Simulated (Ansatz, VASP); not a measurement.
# ZnPbN2: VASP beside Ansatz, part 2 of 2

One calculation is typed for both programs; each brings its own data sets and cutoff. How far apart do they land? The cell is invented: As first built, before any earlier steps moved the atoms (in the runner's words): it takes the ZnGeAs2 structure with some of its atoms replaced by other elements, volume scaled by an estimate. It may not be a known or stable phase. The cell is taken from a series of VASP runs on this material, whose earlier steps may have relaxed, scaled or displaced it; both programs get it as it stands. Other levels of theory on this material are compared in a session of their own.

VASP 6.6.1 and Ansatz 0.2.0.

So far. Step 2 (VASP: band structure, RPBE): The run ends at a pressure of 0.04 GPa, with forces up to 0.0015 eV/Å.

### Step 5. Ansatz: band structure, RPBE, spin-orbit coupling

Level of this step: Ansatz beside VASP: Kohn-Sham DFT, plane waves, RPBE, spin-orbit coupling (Ansatz).

With cell and atoms fixed, the geometry can't cause a difference; cores, projectors, grids and the points listed under the comparison can.

The cell is taken from a series of VASP runs on this material, whose earlier steps may have relaxed, scaled or displaced it; both programs get it as it stands.

File input.yaml:

```yaml
crystal:
  lattice:
    - [3.5782474918, 0.0, 0.0]
    - [0.0, 3.5782474918, 0.0]
    - [0.0, 0.0, 4.8782635182]
  atoms:
    - { symbol: Pb, position: [0.0, 0.0, 0.5] }
    - { symbol: Zn, position: [0.5, 0.5, 0.0] }
    - { symbol: "N", position: [0.5, 0.0, 0.7757815908] }
    - { symbol: "N", position: [0.0, 0.5, 0.2242184092] }
hamiltonian:
  xc: rpbe
  pseudopotentials: { kind: paw_fr }
magnetization:
  noncollinear: true
  spin_orbit: true
kpoints:
  mp_grid: { grid: [5, 5, 4] }
  band_path:
    path:
      - [0.0, 0.0, 0.0]
      - [0.0, 0.13333, 0.0]
      - [0.0, 0.3, 0.0]
      - [0.0, 0.46667, 0.0]
      - [0.1, 0.5, 0.0]
      - [0.26667, 0.5, 0.0]
      - [0.43333, 0.5, 0.0]
      - [0.43333, 0.43333, 0.0]
      - [0.26667, 0.26667, 0.0]
      - [0.1, 0.1, 0.0]
      - [0.0, 0.0, 0.03333]
      - [0.0, 0.0, 0.2]
      - [0.0, 0.0, 0.36667]
      - [0.0, 0.0, 0.5]
      - [0.0, 0.16667, 0.5]
      - [0.0, 0.3, 0.5]
      - [0.0, 0.46667, 0.5]
      - [0.1, 0.5, 0.5]
      - [0.26667, 0.5, 0.5]
      - [0.43333, 0.5, 0.5]
      - [0.43333, 0.43333, 0.5]
      - [0.26667, 0.26667, 0.5]
      - [0.1, 0.1, 0.5]
      - [0.0, 0.5, 0.03333]
      - [0.0, 0.5, 0.2]
      - [0.0, 0.5, 0.36667]
      - [0.5, 0.5, 0.0]
      - [0.5, 0.5, 0.16667]
      - [0.5, 0.5, 0.33333]
      - [0.5, 0.5, 0.5]
    npoints: 1
scf:
  occupations: { method: gaussian, width: 0.05 }
  n_extra_bands: 16
output:
  forces: true
  stress: true
  eigenvalues: true
```

Run with:

```
$ ansatz run input.yaml --threads 2 --pin off --max-ram 4608MiB --backend cpu --events-out ev --progress --plain --runs-dir out
```

Numbers of over 12 decimals in the logs are rounded to 6 here.

The program printed:

```text
[...]
non-collinear run that drives no moment, with spin-orbit: no starting moment large enough to seed its density (crystal.atoms[].spin), no starting occupations that ask for one, no magnetisation constraint and no magnetic field, so the semilocal B_xc is pinned to zero
Crystal: 4 atoms, lattice volume = 62.461 Å³
[...]
k-point 1: bands = [... 32 lower, 8.2667, 8.2667, 8.3692, 8.3692, 9.6733, 9.6733, 11.7362, 11.7362, ... 12 higher]
  k-point 2: bands = [... 32 lower, 7.6689, 7.6689, 7.7586, 7.7586, 10.6505, 10.6505, 11.5198, 11.5198, ... 12 higher]
  k-point 17: bands = [... 32 lower, 6.3445, 6.5979, 7.0786, 7.1126, 11.6818, 11.6879, 13.4514, 13.5608, ... 12 higher]
[key lines of the parts left out:]
SCF converged after 9 iterations
Magnetization: |M| = 0.0000 μB,  M = (+0.0000, +0.0000, +0.0000) μB
Free energy (F): -16053.669808 eV
Fermi energy:    8.703831 eV
P = ⅓ Tr σ = -0.5815 GPa (-5.815 kbar)
```

Run time: 31 s. Hardware: 2 threads of Arm Neoverse N1, shared host; peak memory 0.59 GiB; 61 s of CPU time.

### Step 6. VASP: band structure, RPBE, spin-orbit coupling

The same cell, functional, mesh and smearing now go to VASP, with its own data sets and cutoff.

File INCAR:

```
SYSTEM = ZnPbN2
PREC = Accurate
ENCUT = 520
EDIFF = 1E-06
NELM = 100
ISMEAR = 0
SIGMA = 0.05
LREAL = .FALSE.
ALGO = Normal
GGA = RP
LNONCOLLINEAR = .TRUE.
MAGMOM = 0 0 0 0 0 0 0 0 0 0 0 0
NBANDS = 48
GGA_COMPAT = .FALSE.
LASPH = .TRUE.
LSORBIT = .TRUE.
LORBIT = 11
LWAVE = .FALSE.
LCHARG = .FALSE.
KPAR = 2
```

File POSCAR:

```
ZnPbN2
1.0
    3.5782474918      0.0000000000      0.0000000000
    0.0000000000      3.5782474918      0.0000000000
    0.0000000000      0.0000000000      4.8782635182
Pb Zn N
1 1 2
Direct
    0.0000000000      0.0000000000      0.5000000000
    0.5000000000      0.5000000000      0.0000000000
    0.5000000000      0.0000000000      0.7757815908
    0.0000000000      0.5000000000      0.2242184092
```

File KPOINTS:

```
Automatic mesh
0
Gamma
5 5 4
0 0 0
```

File KPOINTS_OPT:

```
Line mode
16
Line-mode
Reciprocal
  0.00000000   0.00000000   0.00000000 GAMMA
  0.00000000   0.50000000   0.00000000 X

  0.00000000   0.50000000   0.00000000 X
  0.50000000   0.50000000   0.00000000 M

  0.50000000   0.50000000   0.00000000 M
  0.00000000   0.00000000   0.00000000 GAMMA

  0.00000000   0.00000000   0.00000000 GAMMA
  0.00000000   0.00000000   0.50000000 Z

  0.00000000   0.00000000   0.50000000 Z
  0.00000000   0.50000000   0.50000000 R

  0.00000000   0.50000000   0.50000000 R
  0.50000000   0.50000000   0.50000000 A

  0.50000000   0.50000000   0.50000000 A
  0.00000000   0.00000000   0.50000000 Z

  0.00000000   0.50000000   0.00000000 X
  0.00000000   0.50000000   0.50000000 R

  0.50000000   0.50000000   0.00000000 M
  0.50000000   0.50000000   0.50000000 A
```

PAW data sets: Pb_d, Zn and N (PBE family, release 64).

Run with:

```
$ mpirun -np 2 vasp_ncl
```

The program printed:

```text
[banner, memory and clock lines left out]
running    2 mpi-ranks, on    1 nodes
[...]
[... a notice as in an earlier step ...]

 LDA part: xc-table for (Slater+PW92), standard interpolation
 POSCAR, INCAR and KPOINTS ok, starting setup
[...]
entering main loop
       N       E                     dE             d eps       ncg     rms          rms(c)
DAV:   1     0.410394567427E+03    0.41039E+03   -0.17142E+04  2016   0.194E+03
DAV:   2     0.426167021166E+02   -0.36778E+03   -0.35149E+03  2032   0.510E+02
DAV:   3    -0.171346859884E+02   -0.59751E+02   -0.57939E+02  2448   0.206E+02
DAV:   4    -0.213438637283E+02   -0.42092E+01   -0.41527E+01  2456   0.558E+01
[...]
DAV:  14    -0.182551568242E+02   -0.61108E-05   -0.23410E-05  2384   0.743E-02    0.197E-02
DAV:  15    -0.182551612064E+02   -0.43822E-05   -0.17880E-05  2112   0.590E-02    0.359E-03
DAV:  16    -0.182551618704E+02   -0.66398E-06   -0.55201E-06  2536   0.213E-02
   1 F= -.18255162E+02 E0= -.18254790E+02  d E =-.744530E-03  mag=    -0.0000    -0.0000     0.0000
 Start KPOINTS_OPT (optional k-point list driver)
k-point batch [1-21\144]
       N       E                     dE             ncg
DAV:   1     0.579798950954E+04   -0.53498E+04     2024
DAV:   2    -0.180244928013E+04   -0.76004E+04     2016
DAV:   3    -0.301400251951E+04   -0.12116E+04     2448
DAV:   4    -0.309558319760E+04   -0.81581E+02     2360
DAV:   5    -0.309905024364E+04   -0.34670E+01     2744
DAV:   6    -0.309913553209E+04   -0.85288E-01     2632
DAV:   7    -0.309913845994E+04   -0.29278E-02     2944
DAV:   8    -0.309913849307E+04   -0.33134E-04     2616
DAV:   9    -0.309913849375E+04   -0.68234E-06     1808
[...]
k-point batch [127-144\144]
       N       E                     dE             ncg
DAV:   1     0.792665749640E+04   -0.20051E+05     1728
DAV:   2     0.146223305910E+04   -0.64644E+04     1744
DAV:   3     0.518161887565E+03   -0.94407E+03     1960
DAV:   4     0.449968797724E+03   -0.68193E+02     2208
DAV:   5     0.447840539996E+03   -0.21283E+01     2312
DAV:   6     0.447768181044E+03   -0.72359E-01     2368
DAV:   7     0.447765843189E+03   -0.23379E-02     2512
DAV:   8     0.447765819154E+03   -0.24035E-04     2400
DAV:   9     0.447765818755E+03   -0.39951E-06     1520
```

Parts of OUTCAR (step 6):

```text
  Total       -0.0985231     -0.0985231     -0.0579233      0.0000000      0.0000000      0.0000000
  in kB       -2.5272184     -2.5272184     -1.4857926      0.0000000      0.0000000      0.0000000
  external PRESSURE =      -2.1800765 kB  Pullay stress =       0.0000000 kB

 POSITION                                       TOTAL-FORCE (eV/Angst)
 -----------------------------------------------------------------------------------
      0.00000      0.00000      2.43913         0.000000     -0.000000      0.000000
      1.78912      1.78912      0.00000         0.000000      0.000000      0.000000
      1.78912      0.00000      3.78447        -0.000000     -0.000000     -0.005550
      0.00000      1.78912      1.09380         0.000000     -0.000000      0.005550
 -----------------------------------------------------------------------------------
    total drift:                                0.000000      0.000000      0.000000

  FREE ENERGIE OF THE ION-ELECTRON SYSTEM (eV)
  ---------------------------------------------------
  free  energy   TOTEN  =       -18.2551618704 eV

  energy  without entropy=      -18.2544173404  energy(sigma->0) =      -18.25478961

 magnetization (x)
# of ion       s       p       d       tot
------------------------------------------
    1        0.000   0.000   0.000   0.000
    2        0.000   0.000   0.000   0.000
    3        0.000   0.000   0.000   0.000
    4        0.000   0.000   0.000   0.000
--------------------------------------------------
tot          0.000   0.000   0.000   0.000

 magnetization (y)
# of ion       s       p       d       tot
------------------------------------------
    1        0.000   0.000  -0.000   0.000
    2        0.000   0.000   0.000   0.000
    3        0.000   0.000   0.000   0.000
    4        0.000   0.000   0.000   0.000
--------------------------------------------------
tot          0.000   0.000  -0.000   0.000

 magnetization (z)
# of ion       s       p       d       tot
------------------------------------------
    1       -0.000   0.000   0.000   0.000
    2       -0.000   0.000  -0.000   0.000
    3       -0.000  -0.000   0.000  -0.000
    4       -0.000  -0.000   0.000  -0.000
--------------------------------------------------
tot         -0.000  -0.000   0.000  -0.000

[... 1 part as in an earlier step ...]

[... 2 further parts left out ...]
[key lines of the parts left out:]
E-fermi :   4.3181
```

The run ends at a pressure of -0.22 GPa, with forces up to 0.0056 eV/Å.

### Step 7. Differences

What differs besides the data sets and the points named for the pairs above, as far as they apply: spin-orbit coupling enters by fully relativistic files in Ansatz and inside the spheres in VASP. Total energies have different zeros and are not compared.

Both answers:

```csv
quantity,Ansatz,VASP,difference
pressure (GPa),-0.58,-0.22,-0.36
pressure without Ansatz's Pulay correction (GPa),-0.91,-0.22,-0.70
```

At this near-relaxed geometry the largest component of a force difference is 4 meV/Å. Levels from 3 eV below to 2 eV above the Fermi level differ by 12 meV r.m.s. and 48 meV at most; each VASP level is matched to the nearest of Ansatz, which flatters the figure a little. Ansatz's pressure holds a Pulay correction of 0.33 GPa; VASP's holds none.

### Step 8. Summary of results

| Quantity | Value |
| --- | --- |
| r.m.s. difference of levels near the Fermi level (band structure, RPBE) | 6.3 meV |
| r.m.s. force difference (band structure, RPBE) | 8.6 meV/Å |
| r.m.s. difference of levels near the Fermi level (band structure, RPBE, spin-orbit coupling) | 12 meV |

In words: The r.m.s. force difference is 8.6 meV/Å (band structure, RPBE), within the 12 meV/Å picked in this series as the mark of a large difference. 6 further runs of this series are not shown here. Such differences can come from data sets, numerical settings and the points named under the comparisons, not from the functional's error against experiment.

[Lines on the potential files, build, host, timing and source positions are cut from VASP's logs without a mark.]

[Logs are printed without paths, hosts, clocks, repeated set-up lines and the standing remarks that a program may print on its own settings, such as how far it seeks lower states.]

[Hosts, paths, dates, database ids (printed as entryN), source tags and the programs' standing remarks are cut or masked in the printed files.]
